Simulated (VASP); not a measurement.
Here is the system:

```yaml
crystal:
  lattice:
    - [0.00000, 3.22198, 3.22198]
    - [3.22198, 0.00000, 3.22198]
    - [3.22198, 3.22198, 0.00000]
  atoms:
    - { symbol: Sn, position: [0.00000, 0.00000, 0.00000] }
    - { symbol: Te, position: [0.50000, 0.50000, 0.50000] }
```

Level of theory: revTPSS meta-GGA, VASP's PBE PAW potentials (set 64) (plane waves; VASP). Numerical set-up: 520 eV cut-off, 7×7×7 Γ-centred mesh, Gaussian smearing of 0.050 eV, potentials Sn_d Te.

Q: What does the run give for the energy per atom (σ→0), pressure?

A: 
The energy per atom (σ→0) comes out as 14.909 eV/atom and the pressure is -2.28 GPa.

The compound is SnTe in the rock salt structure, which distorts at low temperature. This cell is one point of a volume scan, at 1.06 of the reference volume.
